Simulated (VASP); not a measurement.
Calculation: revPBE GGA, VASP's PBE PAW potentials (set 64) (plane waves; VASP).

VASP input:

INCAR:
```
ALGO = Normal   # blocked Davidson
LASPH = .True.   # aspherical one-centre terms
LCHARG = .False.
LWAVE = .False.
SYSTEM = PbTe
PREC = Accurate
ISIF = 2
NELM = 100   # most electronic steps
EDIFF = 1E-7
LREAL = .False.
LMAXMIX = 4   # l cut-off of mixed one-centre charges
ISMEAR = 0   # Gaussian
ENCUT = 520   # plane-wave cut-off (eV)
GGA = RE
SIGMA = 0.05   # width (eV)
```

POSCAR:
```
PbTe
6.757310
  0.0000000000   0.5000000201   0.5000000201
  0.5000000201   0.0000000000   0.5000000201
  0.5000000201   0.5000000201   0.0000000000
Te Pb
1 1
Direct
  0.5000000000   0.5000000000   0.5000000000
  0.0000000000   0.0000000000   0.0000000000
```

File KPOINTS:
```
Automatic
0
G
  7 7 7
0 0 0
```

POTCAR, in this order: Te Pb_d (PBE.64 set). Program: vasp_std.

### Question
Predict the energy per atom (σ→0), pressure.

### Answer

| Property | Result |
|---|---|
| energy per atom (σ→0) | -3.452 eV/atom |
| pressure | -1.80 GPa |

### OSZICAR
```
...
DAV:   9    -0.690382905428E+01    0.30639E-03   -0.23863E-03   760   0.495E-01    0.591E-02
DAV:  10    -0.690398701962E+01   -0.15797E-03   -0.33849E-04   578   0.117E-01    0.283E-02
DAV:  11    -0.690401521616E+01   -0.28197E-04   -0.57957E-05   636   0.621E-02    0.509E-03
DAV:  12    -0.690401698142E+01   -0.17653E-05   -0.40640E-06   710   0.225E-02    0.618E-03
DAV:  13    -0.690401710119E+01   -0.11978E-06   -0.10429E-06   590   0.557E-03    0.193E-03
DAV:  14    -0.690401729813E+01   -0.19694E-06   -0.51865E-07   662   0.790E-03    0.145E-03
DAV:  15    -0.690401723774E+01    0.60388E-07   -0.13909E-07   406   0.349E-03
   1 F= -.69040172E+01 E0= -.69040172E+01  d E =-.119730E-13
```

The compound is PbTe in the rock salt structure. This cell is one point of a volume scan, at 1.06 of the reference volume.
